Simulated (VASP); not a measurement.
OSZICAR of a VASP run on Se (trig):

### OSZICAR
```
       N       E                     dE             d eps       ncg     rms          rms(c)
DAV:   1     0.831901993563E+02    0.83190E+02   -0.73835E+03   702   0.114E+03
DAV:   2    -0.576648015051E+01   -0.88957E+02   -0.85324E+02   937   0.173E+02
DAV:   3    -0.115820462012E+02   -0.58156E+01   -0.57733E+01   847   0.512E+01
DAV:   4    -0.116333157948E+02   -0.51270E-01   -0.51211E-01   787   0.573E+00
DAV:   5    -0.116337182937E+02   -0.40250E-03   -0.40247E-03   857   0.493E-01    0.703E+00
DAV:   6    -0.115784029445E+02    0.55315E-01   -0.34071E-02   742   0.134E+00    0.432E+00
DAV:   7    -0.115590027296E+02    0.19400E-01   -0.63958E-02   737   0.181E+00    0.182E-01
DAV:   8    -0.115581525267E+02    0.85020E-03   -0.99512E-03   702   0.707E-01    0.100E-01
DAV:   9    -0.115581985845E+02   -0.46058E-04   -0.25741E-04   877   0.129E-01    0.299E-02
DAV:  10    -0.115581971003E+02    0.14842E-05   -0.30398E-05   787   0.428E-02    0.641E-03
DAV:  11    -0.115581973209E+02   -0.22063E-06   -0.67853E-06   797   0.173E-02
   1 F= -.11558197E+02 E0= -.11558197E+02  d E =-.115582E+02
```

**Question.** Which electronic solver shows in the log?

**Answer.** It is blocked Davidson (ALGO = Normal, or the opening steps of other solvers). The INCAR had ALGO = Normal.

**Question.** Can the final energy be trusted as converged?

**Answer.** The run converged. It stopped with EDIFF = 1E-6, NELM = 100, NSW = 40 and EDIFFG = -0.02 after 1 ionic step (PBEsol GGA, plane waves, VASP's PBE PAW potentials (set 64)). Without a dispersion term in the relaxation, distances and binding between the weakly bound layers, chains or molecules are unreliable, and so is what depends on them.

The compound is Se in the trig structure. It was relaxed first, which changed the volume by -11 %.
